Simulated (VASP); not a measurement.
An input for Quantum ESPRESSO's pw.x (written as the equivalent of a VASP run, and not itself run):

```
&CONTROL
  calculation = 'scf'
  pseudo_dir = './pseudo'
  outdir = './out'
  tprnfor = .true.
  tstress = .true.
/
&SYSTEM
  ibrav = 0
  nat = 2
  ntyp = 2
  ecutwfc = 70
  occupations = 'smearing'
  smearing = 'gaussian'
  degauss = 0.003675
  input_dft = 'pbe'
/
&ELECTRONS
  conv_thr = 7.3e-08
  electron_maxstep = 100
/
ATOMIC_SPECIES
  Cs 132.905 Cs.upf
  I 126.904 I.upf
CELL_PARAMETERS angstrom
     4.5700000    0.0000000    0.0000000
     0.0000000    4.5700000    0.0000000
     0.0000000    0.0000000    4.5700000
ATOMIC_POSITIONS crystal
  Cs   0.0000000  0.0000000  0.0000000
  I    0.5000000  0.5000000  0.5000000
K_POINTS automatic
  5 5 5 0 0 0
```

Task: Translate this input to VASP (INCAR, KPOINTS, POSCAR, choice of POTCAR).

Result: Several could match; the one computed here: 
File KPOINTS:
```
K-points
0
G
5 5 5
0 0 0
```

### INCAR
```
SYSTEM=CsI
PREC=Single; ENCUT=400; LREAL=.FALSE.
LASPH=.TRUE.
EDIFF=1E-6; NELM=100; ALGO=Normal
LMAXMIX=4
ISMEAR=0; SIGMA=0.05
GGA=PE
ISIF=2
LWAVE=.FALSE.; LCHARG=.FALSE.
```

File POSCAR:
```
CsI
9.140
  0.5000000000   0.0000000000   0.0000000000
  0.0000000000   0.5000000000   0.0000000000
  0.0000000000   0.0000000000   0.5000000000
Cs I
1 1
Direct
  0.0000000000   0.0000000000   0.0000000000
  0.5000000000   0.5000000000   0.5000000000
```

POTCAR, in this order: Cs_sv I (PBE.64 set). Program: vasp_std.

Limits of the translation: the potentials are each code's own (VASP's PAW set, PseudoDojo norm-conserving files in pw.x), so ENCUT and ecutwfc are chosen apart and not converted; conv_thr bounds pw.x's estimated SCF error, while EDIFF bounds the energy change between steps.

The compound is CsI in the CsCl type structure. The cell was not relaxed at this level. The run is one of a series of settings (PREC = Single against the base run), some of them coarse on purpose.
